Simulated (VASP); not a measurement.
A convergence study with VASP on MnO$_{2}$ (rutile): one setting is varied, all else stays as given below, so the limit is that of these other settings.

```
MnO2
1.0
    4.40000     0.00000     0.00000
    0.00000     4.40000     0.00000
    0.00000     0.00000     2.87000
Mn O
2 4
Direct
  0.00000   0.00000   0.00000
  0.50000   0.50000   0.50000
  0.30500   0.30500   0.00000
  0.80500   0.19500   0.50000
  0.19500   0.80500   0.50000
  0.69500   0.69500   0.00000
```
Starting moments (μB, in the order of the record's atoms Mn Mn O O O O): 3.0 -3.0 0.0 0.0 0.0 0.0.

Calculation: PBE GGA, VASP's PBE PAW potentials (set 64) (plane waves; VASP 6.6.1). The tightest run used: 700 eV cut-off, 9×9×14 Γ-centred mesh, Gaussian smearing of 0.050 eV, potentials Mn_pv O.

### Question
The settings run are 1×1×1 mesh; 1×1×2 mesh; 2×2×3 mesh; 3×3×4 mesh; 3×3×5 mesh; 4×4×6 mesh; 5×5×7 mesh; 5×5×8 mesh; 6×6×9 mesh; 7×7×10 mesh; 7×7×11 mesh; 8×8×12 mesh; 9×9×13 mesh; 9×9×14 mesh. From which on does the energy per atom stay within 0.005 eV/atom of the tightest run?

### Answer
From 3×3×4 mesh on: it is off by 0.0018 there and by no more than 0.005 in any finer run, while 2×2×3 mesh is off by 0.0133.
```json
[
 {"setting": "1×1×1 mesh", "E (eV/atom)": "-7.1144", "pressure (GPa)": "17.42", "largest force (eV/Å)": "2.368", "irreducible k-points": "1", "difference judged (eV/atom)": "0.8736"},
 {"setting": "1×1×2 mesh", "E (eV/atom)": "-7.8128", "pressure (GPa)": "2.88", "largest force (eV/Å)": "0.082", "irreducible k-points": "2", "difference judged (eV/atom)": "0.1752"},
 {"setting": "2×2×3 mesh", "E (eV/atom)": "-7.9747", "pressure (GPa)": "2.83", "largest force (eV/Å)": "0.180", "irreducible k-points": "6", "difference judged (eV/atom)": "0.0133"},
 {"setting": "3×3×4 mesh", "E (eV/atom)": "-7.9862", "pressure (GPa)": "3.16", "largest force (eV/Å)": "0.161", "irreducible k-points": "9", "difference judged (eV/atom)": "0.0018"},
 {"setting": "3×3×5 mesh", "E (eV/atom)": "-7.9863", "pressure (GPa)": "3.25", "largest force (eV/Å)": "0.173", "irreducible k-points": "9", "difference judged (eV/atom)": "0.0017"},
 {"setting": "4×4×6 mesh", "E (eV/atom)": "-7.9880", "pressure (GPa)": "3.45", "largest force (eV/Å)": "0.154", "irreducible k-points": "24", "difference judged (eV/atom)": "0.0000"},
 {"setting": "5×5×7 mesh", "E (eV/atom)": "-7.9881", "pressure (GPa)": "3.45", "largest force (eV/Å)": "0.154", "irreducible k-points": "24", "difference judged (eV/atom)": "0.0001"},
 {"setting": "5×5×8 mesh", "E (eV/atom)": "-7.9881", "pressure (GPa)": "3.39", "largest force (eV/Å)": "0.155", "irreducible k-points": "30", "difference judged (eV/atom)": "0.0001"},
 {"setting": "6×6×9 mesh", "E (eV/atom)": "-7.9881", "pressure (GPa)": "3.42", "largest force (eV/Å)": "0.152", "irreducible k-points": "50", "difference judged (eV/atom)": "0.0001"},
 {"setting": "7×7×10 mesh", "E (eV/atom)": "-7.9882", "pressure (GPa)": "3.43", "largest force (eV/Å)": "0.153", "irreducible k-points": "60", "difference judged (eV/atom)": "0.0001"},
 {"setting": "7×7×11 mesh", "E (eV/atom)": "-7.9882", "pressure (GPa)": "3.44", "largest force (eV/Å)": "0.152", "irreducible k-points": "60", "difference judged (eV/atom)": "0.0002"},
 {"setting": "8×8×12 mesh", "E (eV/atom)": "-7.9881", "pressure (GPa)": "3.44", "largest force (eV/Å)": "0.154", "irreducible k-points": "105", "difference judged (eV/atom)": "0.0001"},
 {"setting": "9×9×13 mesh", "E (eV/atom)": "-7.9880", "pressure (GPa)": "3.43", "largest force (eV/Å)": "0.153", "irreducible k-points": "105", "difference judged (eV/atom)": "0.0000"},
 {"setting": "9×9×14 mesh", "E (eV/atom)": "-7.9880", "pressure (GPa)": "3.43", "largest force (eV/Å)": "0.153", "irreducible k-points": "120", "difference judged (eV/atom)": "0.0000"}
]
```

Left out are rungs that failed or repeat a setting and relaxations that didn't move; long series are thinned to 24 rows.

The compound is MnO2 in the rutile structure. The cell was not relaxed at this level, forces remain on its atoms. The spin order is the one that the start imposed; others were not tried in this run.
